**Q:** I want a $G_0W_0$ gap for boron arsenide, and the input asks me for a number of empty bands. My ordinary PBE runs hardly care about that number. Why should this one?

**A:** A PBE gap needs the density, which comes from the occupied bands, and the two band edges themselves. Further empty bands leave it where it is. $G_0W_0$ corrects the PBE levels for the way the other electrons respond to an added electron or hole, and that response is written as a sum over empty bands. A sum that stops early leaves part of the correction out.

Quasiparticle gap of zinc-blende BAs (2-atom cell) against the number of empty bands (sweep value), from one-shot G0W0 on PBE orbitals in VASP 6.6.1. All runs use GW PAW potentials, a 4x4x4 k mesh, plane-wave cutoffs of 450 eV for the orbitals and 120 eV for the response, 48 frequency points and no spin-orbit coupling.

| sweep value | gap (eV) | scf iterations |
| --- | --- | --- |
| 12 | 1.736 | 0 |
| 24 | 1.773 | 0 |
| 48 | 1.817 | 0 |
| 96 | 1.843 | 0 |
| 150 | 1.850 | 0 |
| 250 | 1.852 | 0 |

The sweep value is the number of empty bands, and the gap is the corrected one. It rises at every step, by 0.116 eV from the first row to the last, so the shortest sum gives a gap about 6 % below that of the longest. The zeros under scf iterations are no sign of failure: a one-shot correction to fixed PBE orbitals has no self-consistent cycle to run.

**Q:** The biggest jump comes between 24 and 48 bands. Are the important bands there?

**A:** No, that step is large because it adds twice as many bands as the one before. Divided by the number of bands added, the gain shrinks all the way down the table. Each new band brings about 3 meV between the first two rows, but only about 0.02 meV between the last two. The low empty bands matter most one by one, while the high ones matter because there are so many of them.

**Q:** Why does the gap go up rather than down?

**A:** Picture an electron that collides with another one. Both can be thrown briefly into empty states, and this freedom to avoid each other lowers the energy of the level in question. Each empty band added to the sum offers more such escapes.

The lowering is larger for an electron that moves where the charge is dense. The valence edge lies largely in the bonds between boron and arsenic, where most of the valence charge sits, and the conduction edge overlaps with it less. Theory therefore expects the valence edge to sink further than the conduction edge, which opens the gap. Empty bands also strengthen the screening, which is expected to work the other way, so the rise is a net effect. The table shows the opening; the unequal sinking of the two edges is the standard explanation and is not tested here.

**Q:** Can you tell me how fast the sum should converge?

**A:** Yes, by counting powers of the momentum $G$ that the two electrons exchange in a hard collision. The number of possible exchanges in a thin shell grows as $G^2$. The Coulomb interaction falls as $1/G^2$ and enters twice, which gives $G^{-4}$. Both electrons end in states of high kinetic energy, and dividing by that energy gives another $G^{-2}$.

The product is $G^{-4}$, and adding up everything beyond the largest $G$ kept leaves a remainder proportional to $G^{-3}$. The number of bands up to that momentum grows as $G^3$. With $N$ for the total number of bands, the four occupied ones included, the part of the gap still to come should fall as $1/N$. Doubling the bands then halves the error, provided that the description of the response is refined along with them.

**Q:** Does the calculation obey this?

**A:** In the middle of the table it seems to, though two steps are thin evidence for a law. The slope of the gap against $1/N$ is nearly the same from 24 to 48 empty bands as from 48 to 96. With fewer bands than that it is smaller, plausibly because the lowest empty bands still carry the pattern of the bonds and are poor plane waves. The law is also only a limiting form: it ignores the momentum the valence electrons already have, which is not yet negligible at these band counts. The two equal slopes may therefore be the top of a hump rather than the law itself. The telling test is to draw the line through the rows with 48 and 96 empty bands and ask it for the last row, which had no part in fixing it.

Those two rows have $N=52$ and $N=100$, and the gap rises by 25.5 meV between them. For the last row, with $N=254$, the line promises a further rise of

$$25.5\ \text{meV}\times\frac{1/100-1/254}{1/52-1/100}\approx 17\ \text{meV}.$$

The calculation gives a little over half of that, 9.5 meV. The sum levels off sooner than the law allows.

**Q:** Faster convergence than theory promises sounds like good news.

**A:** It may be the opposite. The $1/N$ law assumed that harder collisions are admitted as bands are added. In these runs the response is described by plane waves up to 120 eV, and that limit stays put. Treating the electrons as free, one finds about 80 plane waves below it, so the highest band passes the limit at roughly 80 bands in all, between the rows with 48 and 96 empty bands.

A band far above the limit can be reached only by a momentum exchange that the response does not contain. A band just above it still contributes, because a valence orbital is itself a mixture of plane waves and can make up the difference. The gain should therefore fade gradually as the bands pass through and beyond the limit. This matches the table, where the slope against $1/N$ drops by about a quarter in the next step and to a third of its earlier value in the last.

Some fall of the slope is expected even without the limit, as the sum approaches its limiting law, so it is mainly the steep last drop that points to the cutoff. Only a second sweep with a higher response cutoff could confirm this reading. In such a series I would expect the slope to fall more slowly and the plateau to begin later. The number of plane waves grows as the power 3/2 of the cutoff energy, so doubling the cutoff calls for nearly three times as many bands. If the harder collisions open the gap as the softer ones do, the plateau should also lie higher, and the present flat end would not have warned you.

**Q:** Suppose I keep the cutoff as it is. May I use 96 bands if I can live with an error of 10 meV?

**A:** By the letter of the table you may, since that row lies 9.5 meV below the last one. But the last row is merely the longest sum that was run. If the gap has more than 0.5 meV still to climb, the row with 96 bands fails. Were the final $1/N$ slope to continue, the climb would be about 3.5 meV; since that slope has been falling, the true remainder is probably smaller.

A fitted curve does not settle the matter. The output printed below compares two curves fitted to all six rows, a $1/N$ law and an exponential with one more adjustable constant. The exponential follows the points far better, to about 1 meV, yet it levels off about 1 meV below the last computed gap, an offset as large as its own scatter. It describes the shape of the approach but cannot resolve the half meV at stake. With 150 bands you need no such guide: that row is 2.3 meV short of the last, and even the continued slope would leave it within 6 meV.

**Q:** Then can I write 1.85 eV in my report as the gap of boron arsenide?

**A:** You can write it as the result of this setup. More bands should move it by a few meV at most, though the continued slope would reach 1.856 eV, enough to tip the second decimal on rounding. As a property of the material, even the first decimal is open. The lowest conduction state of boron arsenide lies between the centre and the edge of the Brillouin zone, and a 4x4x4 mesh can step over it, which makes the gap too large. Spin-orbit coupling, left out here, would raise the valence edge and so lower the gap. A one-shot correction also depends on the PBE orbitals and levels it starts from, which often leaves the gap too small. All three errors are present in every row, so they shift the value and should alter the trend far less.

For your own runs, treat the number of bands and the response cutoff as one setting with two knobs. Find the number of bands at which the gap goes flat, then raise the cutoff, increase the bands by the power 3/2 of the same factor, and compare the two plateaus. Digits that change in this second step are not yet converged, and the k mesh needs a test of its own before you quote the rest.

Output of the analysis:

```
Convergence with empty bands:
  row  total bands  free-electron top band eV  below last row meV  step meV  gain per added band meV  slope against 1/N eV
   12           16                      40.58               116.4       n/a                      n/a                   n/a
   24           28                      58.93                78.9      37.5                    3.125                   1.4
   48           52                      89.03                  35      43.9                    1.829                 2.663
   96          100                      137.7                 9.5      25.5                   0.5312                 2.762
  150          154                      183.6                 2.3       7.2                   0.1333                 2.053
  250          254                      256.3                   0       2.3                    0.023                0.8997
Total rise of the gap from 12 to 250 empty bands (meV): 116.4
Shortfall of row 12 as share of the last gap (percent): 6.285
Share of the total rise reached at 96 empty bands (percent): 91.84
Margin of row 96 inside the 10 meV bound (meV): 0.5
Estimated plane waves in the 120 eV response basis: 81.37
Overshoot at row 250 of the 1/N line through rows 48 and 96 (meV): 7.249
Further rise beyond row 250 if the last 1/N slope went on (meV): 3.542
Shortfall of row 96 from that extrapolated value (meV): 13.04
fit of g on 6 rows: constant 1860 +/- 4.5, coefficient of invN -2091 +/- 147; rms 6.04, worst 24 11.9, leave-one-out rms 14.2
fit of g on 6 rows: constant 1851 +/- 0.65, coefficient of exp(-n/s) -171.4 +/- 1.9, s 30.42; rms 0.835, worst 96 1.4, leave-one-out rms 1.55
```
